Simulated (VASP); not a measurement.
Calculation: LDA (Ceperley-Alder, Perdew-Zunger), VASP's LDA PAW potentials (set 64) (plane waves; VASP 6.6.1).

VASP ran on this input.

### POSCAR
```
Ti
1.0
  1.4139280049  -2.4489951979   0.0000000000
  1.4139280049   2.4489951979   0.0000000000
  0.0000000000   0.0000000000   4.4710471319
Ti
2
Cartesian
  1.4139280049   0.8163333653   1.1177617830
  1.4139280049  -0.8163333653   3.3532853489
```

INCAR:
```
SYSTEM = Ti
PREC = Accurate
ENCUT = 500
EDIFF = 1E-6
NELM = 100
ALGO = Normal
LREAL = .FALSE.
LASPH = .TRUE.
ISMEAR = 1
SIGMA = 0.1
LMAXMIX = 4
LWAVE = .FALSE.
LCHARG = .FALSE.
IBRION = 2
ISIF = 3
NSW = 40
EDIFFG = -0.02
PSTRESS = 50
```

**KPOINTS**
```
Automatic mesh
0
Gamma
15 15 8
0 0 0
```

POTCAR, in this order: Ti_sv (LDA.64 set). Program: vasp_std.

What VASP printed:

**OUTCAR**
```
 ion  position               nearest neighbor table
   1  0.333  0.667  0.250-   2 2.77   2 2.77   2 2.77   2 2.77   2 2.77   2 2.77
   2  0.667  0.333  0.750-   1 2.77   1 2.77   1 2.77   1 2.77   1 2.77   1 2.77
  LATTYP: Found a hexagonal cell.
 ALAT       =     2.8278560576
 C/A-ratio  =     1.5810730960
 Subroutine PRICEL returns:
 Original cell was already a primitive cell.
 Subroutine GETGRP returns: Found 24 space group operations
The static configuration has the point symmetry D_3d.
 The point group associated with its full space group is D_6h.
The dynamic configuration has the point symmetry D_3d.
 Subroutine INISYM returns: Found 24 space group operations
 Subroutine IBZKPT returns following result:
 Found    135 irreducible k-points:

 Following reciprocal coordinates:
            Coordinates               Weight
  0.000000  0.000000  0.000000      1.000000
  0.066667 -0.000000  0.000000      6.000000
  0.133333 -0.000000  0.000000      6.000000
  0.200000  0.000000  0.000000      6.000000
  0.266667 -0.000000  0.000000      6.000000
  0.333333  0.000000  0.000000      6.000000
  0.400000  0.000000  0.000000      6.000000
...
```

**OSZICAR**
```
       N       E                     dE             d eps       ncg     rms          rms(c)
DAV:   1     0.241920524548E+03    0.24192E+03   -0.13358E+04  4320   0.187E+03
DAV:   2     0.885665507621E+01   -0.23306E+03   -0.23167E+03  4464   0.490E+02
DAV:   3    -0.178420559462E+02   -0.26699E+02   -0.26469E+02  8448   0.134E+02
DAV:   4    -0.188132215857E+02   -0.97117E+00   -0.97112E+00  4408   0.274E+01
DAV:   5    -0.188643966403E+02   -0.51175E-01   -0.51175E-01  6984   0.436E+00    0.130E+01
DAV:   6    -0.170764182666E+02    0.17880E+01   -0.63463E+00  5216   0.300E+01    0.365E+00
DAV:   7    -0.170575400003E+02    0.18878E-01   -0.78255E-01  6448   0.745E+00    0.207E+00
DAV:   8    -0.170892618696E+02   -0.31722E-01   -0.24363E-01  4968   0.681E+00    0.736E-01
DAV:   9    -0.170802735919E+02    0.89883E-02   -0.48721E-02  4968   0.284E+00    0.938E-02
DAV:  10    -0.170807410860E+02   -0.46749E-03   -0.31864E-03  6760   0.436E-01    0.906E-02
DAV:  11    -0.170807355299E+02    0.55561E-05   -0.19860E-04  5752   0.144E-01    0.345E-02
DAV:  12    -0.170807232432E+02    0.12287E-04   -0.41041E-05  5520   0.653E-02    0.140E-03
DAV:  13    -0.170807234274E+02   -0.18422E-06   -0.11443E-06  3368   0.105E-02
   1 F= -.16114419E+02 E0= -.16114771E+02  d E =-.161144E+02
```

OUTCAR:
```
------------------------ aborting loop because EDIFF is reached ----------------------------------------
  FORCE on cell =-STRESS in cart. coord.  units (eV):
  Direction    XX          YY          ZZ          XY          YZ          ZX
  --------------------------------------------------------------------------------------
  Total        0.9638844      0.9638844      0.9971196      0.0000000      0.0000000      0.0000000
  in kB       49.8747867     49.8747890     51.5944966      0.0000000      0.0000000      0.0000000
  external PRESSURE =       0.4480241 kB  Pullay stress =      50.0000000 kB
  volume of cell :       30.96
      direct lattice vectors                 reciprocal lattice vectors
     1.413928005 -2.448995198  0.000000000     0.353624794 -0.204165366  0.000000000
     1.413928005  2.448995198  0.000000000     0.353624794  0.204165366  0.000000000
     0.000000000  0.000000000  4.471047132     0.000000000  0.000000000  0.223661252
 POSITION                                       TOTAL-FORCE (eV/Angst)
 -----------------------------------------------------------------------------------
      1.41393      0.81633      1.11776         0.000000      0.000000      0.000000
      1.41393     -0.81633      3.35329         0.000000     -0.000000      0.000000
 -----------------------------------------------------------------------------------
    total drift:                               -0.000000      0.001040     -0.000020
  FREE ENERGIE OF THE ION-ELECTRON SYSTEM (eV)
  ---------------------------------------------------
  free  energy   TOTEN  =       -17.0807234274 eV

  energy  without entropy=      -17.0817777498  energy(sigma->0) =      -17.08107487
  enthalpy is  TOTEN    =       -16.1144191642 eV   P V=        0.9663042632

 reached required accuracy - stopping structural energy minimisation
```
(Selected blocks of OUTCAR.)

The compound is Ti in the hcp structure. It was relaxed first under an external pressure of 5 GPa.
